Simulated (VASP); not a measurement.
Given:

```
ZrSe2
1.0
    1.90381    -3.29750     0.00000
    1.90381     3.29750     0.00000
    0.00000     0.00000     6.57990
Zr Se
1 2
Cartesian
  0.00000   0.00000   0.00000
  1.90381   1.09917   1.57976
  1.90381  -1.09917   5.00014
```

The numbers are results of PW91 GGA, VASP's PBE PAW potentials (set 64) (plane waves; VASP), not measurements. Settings: 520 eV cut-off, Gaussian smearing of 0.050 eV, potentials Zr_sv Se.

Without a dispersion term in the relaxation, distances and binding between the weakly bound layers, chains or molecules are unreliable, and so is what depends on them.

Predict the band gap (along the path) with the smallest direct gap where there is one.

| Item | Value |
|---|---|
| band gap (along the path) | 0.40 eV |
| smallest direct gap (along the path) | 1.09 eV |

The absolute energy has meaning only against runs of the same code, potentials and settings.

The compound is ZrSe2 in the 1T layered structure. It was relaxed first, which changed the volume by +9 %.
